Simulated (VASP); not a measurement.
Input of a VASP 6.6.1 run:

INCAR

```
PREC = Accurate
ENCUT = 520
EDIFF = 1E-6
ISMEAR = 0
SIGMA = 0.1
LREAL = False
LASPH = True
NELM = 120
ALGO = Normal
ISIF = 3
LWAVE = False
LCHARG = False
GGA = PE
IBRION = 2
NSW = 90
EDIFFG = -0.01
KPAR = 4
```

KPOINTS

```
regular mesh
0
Gamma
  8 8 10
```

Contents of POSCAR:

```
TaMo2C3
1.0
    5.1211613400      0.0000000000      0.0000000000
   -2.5605806700      4.4350558200      0.0000000000
    0.0000000000      0.0000000000      2.8580000000
Ta Mo C
1 2 3
Direct
    0.0000000000      0.0000000000      0.0000000000
    0.6666666700      0.3333333300      0.0000000000
    0.3333333300      0.6666666700      0.0000000000
    0.3397773900      0.0000000000      0.5000000000
    0.6602226100      0.6602226100      0.5000000000
    0.0000000000      0.3397773900      0.5000000000
```

Potentials or basis: VASP PAW PBE potentials, release 64 (Ta_pv, Mo_sv, C).

Command:

```bash
$ cat potpaw_PBE.64/Ta_pv/POTCAR potpaw_PBE.64/Mo_sv/POTCAR potpaw_PBE.64/C/POTCAR > POTCAR
$ mpirun -np 4 vasp_std > vasp.out
```

(1) What does it give for the relaxed volume?

(2) Estimate the space group after relaxing (to 0.05 Å).

Results:

(1) 10.80 Å³/atom.

(2) P-62m (No. 189).
